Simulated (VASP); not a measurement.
A run of VASP 6.6.1 is set up as follows.

File INCAR:

```
SYSTEM = BaMgAsF
PREC = Accurate
ENCUT = 600
EDIFF = 1E-7
ISMEAR = 0
SIGMA = 0.03
LREAL = .False.
LASPH = .True.
NELM = 80
ALGO = Normal
ISIF = 3
LWAVE = .False.
LCHARG = .False.
GGA = AM
IBRION = 2
NSW = 90
EDIFFG = -0.005
KPAR = 2
```

File KPOINTS:

```
regular mesh
0
Gamma
  6 6 4
  0 0 0
```

The input POSCAR:

```
BaMgAsF                                 
1.0
    4.3888401397      0.0000000000     -0.0000000000
    0.0000000000      4.3888401397      0.0000000000
    0.0000000000      0.0000000000      9.6005169800
  Ba              As              Mg              F             
     2     2     2     2
Direct
     0.5000000000000000    0.0000000000000000    0.1560212765243552
     0.0000000000000000    0.5000000000000000    0.8439787234756447
     0.5000000000000000    0.0000000000000000    0.6616817897326858
     0.0000000000000000    0.5000000000000000    0.3383182102673141
     0.5000000000000000    0.5000000000000000    0.5000000000000000
     0.0000000000000000    0.0000000000000000    0.5000000000000000
     0.5000000000000000    0.5000000000000000    1.0000000000000000
     0.0000000000000000    0.0000000000000000    1.0000000000000000
```

Potentials or basis: VASP PAW PBE potentials, release 64 (Ba_sv, As, Mg, F).

Command:

```sh
$ cat potpaw_PBE.64/Ba_sv/POTCAR potpaw_PBE.64/As/POTCAR potpaw_PBE.64/Mg/POTCAR potpaw_PBE.64/F/POTCAR > POTCAR
$ mpirun -np 2 vasp_std > vasp.out
```

(1) Predict the band gap on the k mesh.

(2) Estimate the relaxed cell.

## Answers

(1) 1.49 eV, direct.

(2) a = 4.389 Å, b = 4.389 Å, c = 9.600 Å, α = 90.00°, β = 90.00°, γ = 90.00°.

Caveat: spin-orbit coupling is left out, which moves the levels of the heavy elements.
